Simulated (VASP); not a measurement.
```
BaS
1.0
    0.00000     3.20421     3.20421
    3.20421     0.00000     3.20421
    3.20421     3.20421     0.00000
Ba S
1 1
Direct
  0.00000   0.00000   0.00000
  0.50000   0.50000   0.50000
```

Level of theory: PBE GGA with D3 dispersion (zero damping), VASP's PBE PAW potentials (set 64) (plane waves; VASP). Numerical set-up: 520 eV cut-off, Gaussian smearing of 0.050 eV, potentials Ba_sv S.

Unless said otherwise, spin-orbit coupling is left out, though it shifts the bands of the heavy elements here.

What does the run give for the band gap (along the path) with the smallest direct gap where there is one?

```yaml
band gap (along the path): 2.12 eV
smallest direct gap (along the path): 2.27 eV
```

Only differences to runs with the same potentials and settings are physical.

The compound is BaS in the rock salt structure. It was relaxed first.
